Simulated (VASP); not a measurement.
Consider the following.

```
YN
1.0
    0.00000     2.46928     2.46928
    2.46928     0.00000     2.46928
    2.46928     2.46928     0.00000
Y N
1 1
Direct
  0.00000   0.00000   0.00000
  0.50000   0.50000   0.50000
```

Method: RPBE GGA, VASP's PBE PAW potentials (set 64) (plane waves; VASP 6.6.1). Settings: 520 eV cut-off, Gaussian smearing of 0.050 eV, potentials Y_sv N.

**Question.** Give the energies of bands 6 to 11 at the high-symmetry points, in eV from the valence-band maximum.

**Answer.** 
```
band     Γ      X      U      L      W
----  ----  -----  -----  -----  -----
6     0.00  -1.55  -2.15  -3.97  -2.08
7     0.00  -0.41  -1.62  -2.16  -1.55
8     0.00  -0.41  -1.28  -2.16  -1.55
9     3.13   0.29   2.46   5.57   3.96
10    3.13   6.64   6.12   6.21   3.96
11    3.13   6.91   6.86   6.21   7.01
```

The gap is indirect, 0.29 eV, from the valence maximum at Γ to the conduction minimum at X.

The compound is YN in the rock salt structure. It was relaxed first.
